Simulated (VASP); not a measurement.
Input:

```
SnO
1.0
    3.41697     0.00000     0.00000
   -1.70848     2.95918     0.00000
    0.00000     0.00000     6.44897
Sn O
2 2
Direct
  0.00000   0.00000   0.00000
  0.00000   0.00000   0.50000
  0.33333   0.66667   0.25000
  0.66667   0.33333   0.75000
```

Level of theory: r2SCAN meta-GGA, VASP's PBE PAW potentials (set 64) (plane waves; VASP). Settings: 520 eV cut-off, 12×12×6 Γ-centred mesh, tetrahedra with Blöchl corrections, potentials Sn_d O.

The cores are frozen, which limits the accuracy of field gradients.

Q: Give the principal components of the electric field gradient (V/Å²) and the asymmetry η at each nucleus.

A: 
| atom | Vxx | Vyy | Vzz | η |
|---|---|---|---|---|
| Sn1 | -1.6 | -1.6 | 3.3 | 0.00 |
| Sn2 | -1.6 | -1.6 | 3.3 | 0.00 |
| O3 | -8.7 | -8.7 | 17.4 | 0.00 |
| O4 | -8.7 | -8.7 | 17.4 | 0.00 |

The structure was generated: SnO was put into the NiAs type (P6_3/mmc), which need not be its known phase. It was relaxed first, which changed the volume by +25 %.
